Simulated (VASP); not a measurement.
These are LDA (Ceperley-Alder, Perdew-Zunger), VASP's LDA PAW potentials (set 64) (plane waves; VASP) values and carry that method's errors.

VASP ran on this input.

### INCAR
```
SYSTEM = KCl
PREC = Accurate; ENCUT = 520; LREAL = .False.
LASPH = .True.; ICHARG = 11
EDIFF = 1E-7; NELM = 100; ALGO = Normal
ISMEAR = 0; SIGMA = 0.05
LWAVE = .False.; LCHARG = .False.; LORBIT = 11
```

**POSCAR**
```
KCl
1
    0.0000000000     3.0423928022     3.0423928022
    3.0423928022     0.0000000000     3.0423928022
    3.0423928022     3.0423928022     0.0000000000
K Cl
1 1
Direct
  0.0000000000   0.0000000000   0.0000000000
  0.5000000000   0.5000000000   0.5000000000
```

### KPOINTS
```
k-points along high-symmetry lines
15
Line-mode
Reciprocal
  0.000000   0.000000   0.000000 ! GAMMA
  0.500000   0.000000   0.500000 ! X

  0.500000   0.000000   0.500000 ! X
  0.625000   0.250000   0.625000 ! U

  0.375000   0.375000   0.750000 ! K
  0.000000   0.000000   0.000000 ! GAMMA

  0.000000   0.000000   0.000000 ! GAMMA
  0.500000   0.500000   0.500000 ! L

  0.500000   0.500000   0.500000 ! L
  0.500000   0.250000   0.750000 ! W

  0.500000   0.250000   0.750000 ! W
  0.500000   0.000000   0.500000 ! X
```

POTCAR, in this order: K_sv Cl (LDA.64 set). Program: vasp_std. Read from the step before: CHGCAR.

What VASP printed:

File OSZICAR:
```
       N       E                     dE             d eps       ncg     rms          rms(c)
DAV:   1     0.109237613028E+03    0.10924E+03   -0.74207E+03  2168   0.121E+03
DAV:   2     0.312582387967E+00   -0.10893E+03   -0.99088E+02  2656   0.298E+02
DAV:   3    -0.664957985632E+01   -0.69622E+01   -0.69116E+01  2780   0.654E+01
DAV:   4    -0.691499254985E+01   -0.26541E+00   -0.26506E+00  3724   0.126E+01
DAV:   5    -0.691824652664E+01   -0.32540E-02   -0.32537E-02  2780   0.122E+00
DAV:   6    -0.691832345170E+01   -0.76925E-04   -0.76924E-04  3300   0.163E-01
DAV:   7    -0.691832449635E+01   -0.10446E-05   -0.10446E-05  2920   0.207E-02
DAV:   8    -0.691832451713E+01   -0.20783E-07   -0.20807E-07  2724   0.301E-03
   1 F= -.69183245E+01 E0= -.69183245E+01  d E =-.217754E-18
```

### OUTCAR
```
 val. band max:       -1.6420310826   @ k =   0.0000   0.0000   0.0000

 cond. band min:       3.4581180278   @ k =   0.0000   0.0000   0.0000



 k-point     1 :       0.0000    0.0000    0.0000
  band No.  band energies     occupation
      1     -28.2538      2.00000
      2     -13.7960      2.00000
      3     -11.9538      2.00000
      4     -11.9538      2.00000
      5     -11.9538      2.00000
      6      -1.6420      2.00000
      7      -1.6420      2.00000
      8      -1.6420      2.00000
      9       3.4581      0.00000
     10       6.4680      0.00000
     11       6.4680      0.00000
     12       6.4680      0.00000

 k-point     2 :       0.0357    0.0000    0.0357
  band No.  band energies     occupation
      1     -28.2535      2.00000
      2     -13.8007      2.00000
      3     -11.9549      2.00000
      4     -11.9549      2.00000
      5     -11.9462      2.00000
      6      -1.6782      2.00000
      7      -1.6467      2.00000
      8      -1.6467      2.00000
      9       3.5078      0.00000
     10       6.4219      0.00000
     11       6.5065      0.00000
     12       6.5065      0.00000

 k-point     3 :       0.0714    0.0000    0.0714
  band No.  band energies     occupation
      1     -28.2525      2.00000
      2     -13.8135      2.00000
      3     -11.9582      2.00000
      4     -11.9582      2.00000
      5     -11.9254      2.00000
      6      -1.7782      2.00000
      7      -1.6602      2.00000
      8      -1.6602      2.00000
      9       3.6484      0.00000
     10       6.2931      0.00000
     11       6.6211      0.00000
     12       6.6211      0.00000

 k-point     4 :       0.1071    0.0000    0.1071
  band No.  band energies     occupation
      1     -28.2509      2.00000
      2     -13.8310      2.00000
      3     -11.9635      2.00000
      4     -11.9635      2.00000
      5     -11.8970      2.00000
      6      -1.9204      2.00000
      7      -1.6811      2.00000
...
```

The density is held fixed in this step, so its total energy and stress have no physical meaning.

The compound is KCl in the rock salt structure. It was relaxed first, which changed the volume by -9 %.
